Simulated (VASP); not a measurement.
All values below come from PBEsol GGA, VASP's PBE PAW potentials (set 64) (plane waves; VASP 6.6.1).

VASP input:

**KPOINTS**
```
Automatic mesh
0
Gamma
5 5 5
0 0 0
```

**INCAR**
```
SYSTEM = LiNbO3
PREC = Accurate; ENCUT = 520; LREAL = .FALSE.
LASPH = .TRUE.
EDIFF = 1E-6; NELM = 100; ALGO = Normal
LMAXMIX = 4
ISMEAR = 0; SIGMA = 0.05
GGA = PS
IBRION = 2; NSW = 60; ISIF = 3
EDIFFG = -0.02
LWAVE = .FALSE.; LCHARG = .FALSE.
```

**POSCAR**
```
LiNbO3
1.0
  2.5909866456   1.4959065455   4.5581883990
 -2.5909866456   1.4959065455   4.5581883990
  0.0000000000  -2.9918140580   4.5581883936
Li Nb O
2 2 6
Direct
  0.2500000000   0.2500000000   0.2500000000
  0.7500000000   0.7500000000   0.7500000000
  0.5000000000   0.5000000000   0.5000000000
  0.0000000000   0.0000000000   0.0000000000
  0.1312165660   0.3687834340   0.7500000000
  0.8687834340   0.6312165660   0.2500000000
  0.7500000000   0.1312165660   0.3687834340
  0.2500000000   0.8687834340   0.6312165660
  0.3687834340   0.7500000000   0.1312165660
  0.6312165660   0.2500000000   0.8687834340
```

POTCAR, in this order: Li_sv Nb_sv O (PBE.64 set). Program: vasp_std.

Output of the run:

### OUTCAR
```
 ion  position               nearest neighbor table
   1  0.250  0.250  0.250-   6 1.98   8 1.98  10 1.98
   2  0.750  0.750  0.750-   5 1.98   7 1.98   9 1.98
   3  0.500  0.500  0.500-   5 1.98   6 1.98   7 1.98   8 1.98   9 1.98  10 1.98
   4  0.000  0.000  0.000-   5 1.98   6 1.98   9 1.98  10 1.98   7 1.98   8 1.98
   5  0.131  0.369  0.750-   2 1.98   3 1.98   4 1.98
   6  0.869  0.631  0.250-   1 1.98   3 1.98   4 1.98
   7  0.750  0.131  0.369-   2 1.98   3 1.98   4 1.98
   8  0.250  0.869  0.631-   1 1.98   3 1.98   4 1.98
   9  0.369  0.750  0.131-   2 1.98   4 1.98   3 1.98
  10  0.631  0.250  0.869-   1 1.98   4 1.98   3 1.98
  LATTYP: Found a trigonal (rhomboedric) cell.
 ALAT       =     5.4523416686
 COS(alpha) =     0.5483581070
 Subroutine PRICEL returns:
 Original cell was already a primitive cell.
 Subroutine GETGRP returns: Found 12 space group operations
The static configuration has the point symmetry S_6 .
 The point group associated with its full space group is D_3d.
The dynamic configuration has the point symmetry S_6 .
 Subroutine INISYM returns: Found 12 space group operations
 Subroutine IBZKPT returns following result:
 Found     19 irreducible k-points:

 Following reciprocal coordinates:
...
```

**OSZICAR**
```
       N       E                     dE             d eps       ncg     rms          rms(c)
DAV:   1     0.757836982385E+03    0.75784E+03   -0.37508E+04  1520   0.179E+03
DAV:   2    -0.314602107560E+02   -0.78930E+03   -0.77282E+03  2032   0.616E+02
DAV:   3    -0.943093222591E+02   -0.62849E+02   -0.62545E+02  2224   0.159E+02
DAV:   4    -0.999211655174E+02   -0.56118E+01   -0.56054E+01  2712   0.435E+01
DAV:   5    -0.100213769882E+03   -0.29260E+00   -0.29257E+00  2336   0.700E+00    0.268E+01
DAV:   6    -0.832866014732E+02    0.16927E+02   -0.91619E+01  2072   0.569E+01    0.993E+00
DAV:   7    -0.831890264706E+02    0.97575E-01   -0.74386E+00  2576   0.159E+01    0.506E+00
DAV:   8    -0.831687823359E+02    0.20244E-01   -0.60362E-01  2256   0.490E+00    0.188E+00
DAV:   9    -0.831788047071E+02   -0.10022E-01   -0.87074E-02  2056   0.210E+00    0.579E-01
DAV:  10    -0.831809696615E+02   -0.21650E-02   -0.19585E-02  2440   0.950E-01    0.134E-01
DAV:  11    -0.831810367351E+02   -0.67074E-04   -0.27172E-03  2176   0.350E-01    0.453E-02
DAV:  12    -0.831810197023E+02    0.17033E-04   -0.36420E-04  2288   0.161E-01    0.123E-02
DAV:  13    -0.831810223391E+02   -0.26367E-05   -0.25410E-05  2592   0.345E-02    0.633E-03
DAV:  14    -0.831810215663E+02    0.77282E-06   -0.41714E-06  1584   0.166E-02
   1 F= -.83181022E+02 E0= -.83181022E+02  d E =-.831810E+02
       N       E                     dE             d eps       ncg     rms          rms(c)
DAV:   1    -0.831818912998E+02   -0.86896E-03   -0.13881E-01  1536   0.247E+00    0.175E-01
DAV:   2    -0.831818331511E+02    0.58149E-04   -0.35649E-03  1816   0.440E-01    0.988E-02
DAV:   3    -0.831816721085E+02    0.16104E-03   -0.42128E-04  2072   0.161E-01    0.229E-02
DAV:   4    -0.831816726805E+02   -0.57194E-06   -0.44128E-05  2464   0.411E-02    0.112E-02
DAV:   5    -0.831816733774E+02   -0.69689E-06   -0.28972E-06  1584   0.127E-02
   2 F= -.83181673E+02 E0= -.83181673E+02  d E =-.651811E-03
       N       E                     dE             d eps       ncg     rms          rms(c)
DAV:   1    -0.831822116366E+02   -0.53896E-03   -0.18029E-01  1520   0.281E+00    0.200E-01
DAV:   2    -0.831821320232E+02    0.79613E-04   -0.46434E-03  1808   0.502E-01    0.113E-01
DAV:   3    -0.831819221530E+02    0.20987E-03   -0.55377E-04  2056   0.184E-01    0.266E-02
DAV:   4    -0.831819229910E+02   -0.83804E-06   -0.58751E-05  2456   0.472E-02    0.131E-02
DAV:   5    -0.831819238581E+02   -0.86711E-06   -0.42656E-06  1824   0.144E-02
   3 F= -.83181924E+02 E0= -.83181924E+02  d E =-.902292E-03
```

### OUTCAR
```
------------------------ aborting loop because EDIFF is reached ----------------------------------------
  FORCE on cell =-STRESS in cart. coord.  units (eV):
  Direction    XX          YY          ZZ          XY          YZ          ZX
  --------------------------------------------------------------------------------------
  Total       -0.0941579     -0.0941579     -0.0053115      0.0000000      0.0000000      0.0000000
  in kB       -1.4247432     -1.4247433     -0.0803708      0.0000000      0.0000000      0.0000000
  external PRESSURE =      -0.9766191 kB  Pullay stress =       0.0000000 kB
  volume of cell :      105.88
      direct lattice vectors                 reciprocal lattice vectors
     2.593562781  1.497393879  4.544085578     0.192785000  0.111304469  0.073355434
    -2.593562781  1.497393879  4.544085578    -0.192785000  0.111304469  0.073355434
    -0.000000000 -2.994788723  4.544085571     0.000000000 -0.222608938  0.073355410
 POSITION                                       TOTAL-FORCE (eV/Angst)
 -----------------------------------------------------------------------------------
     -0.00000     -0.00000      3.40806         0.000000      0.000000     -0.000000
     -0.00000     -0.00000     10.22419         0.000000      0.000000     -0.000000
     -0.00000     -0.00000      6.81613         0.000000      0.000000     -0.000000
     -0.00000     -0.00000      0.00000         0.000000      0.000000     -0.000000
     -0.61962     -1.49739      5.68011        -0.007476      0.000000      0.000000
      0.61962      1.49739      7.95215         0.007476      0.000000      0.000000
      1.60659      0.21209      5.68011         0.003738     -0.006474     -0.000000
     -1.60659     -0.21209      7.95215        -0.003738      0.006474      0.000000
     -0.98697      1.28530      5.68011         0.003738      0.006474      0.000000
      0.98697     -1.28530      7.95215        -0.003738     -0.006474     -0.000000
 -----------------------------------------------------------------------------------
    total drift:                                0.000000     -0.000000      0.000000
  FREE ENERGIE OF THE ION-ELECTRON SYSTEM (eV)
  ---------------------------------------------------
  free  energy   TOTEN  =       -83.1819238581 eV

  energy  without entropy=      -83.1819238581  energy(sigma->0) =      -83.18192386

 reached required accuracy - stopping structural energy minimisation
```
(Selected blocks of OUTCAR.)

CONTCAR:
```
LiNbO3
   1.00000000000000
     2.5935627812911197    1.4973938789080521    4.5440855775752640
    -2.5935627812911197    1.4973938789080521    4.5440855775752640
    -0.0000000000000000   -2.9947887227693490    4.5440855712047368
  Li              Nb              O
     2     2     6
Direct
     0.2500000000000000    0.2500000000000000    0.2500000000000000
     0.7500000000000000    0.7500000000000000    0.7500000000000000
     0.5000000000000000    0.5000000000000000    0.5000000000000000
     0.0000000000000000    0.0000000000000000    0.0000000000000000
     0.1305472003049483    0.3694527996950517    0.7500000000000000
     0.8694527996950517    0.6305472003049483    0.2500000000000000
     0.7500000000000152    0.1305472003049635    0.3694527996950567
     0.2499999999999848    0.8694527996950365    0.6305472003049433
     0.3694527996950365    0.7499999999999848    0.1305472003049433
     0.6305472003049635    0.2500000000000152    0.8694527996950567
```

The structure comes from a computed database's LiNbO3 entry (R-3c); how it stands against other phases isn't given here. This run relaxes it. Symmetry was kept, so distortions that lower it aren't found. The start is the result of an earlier pass.
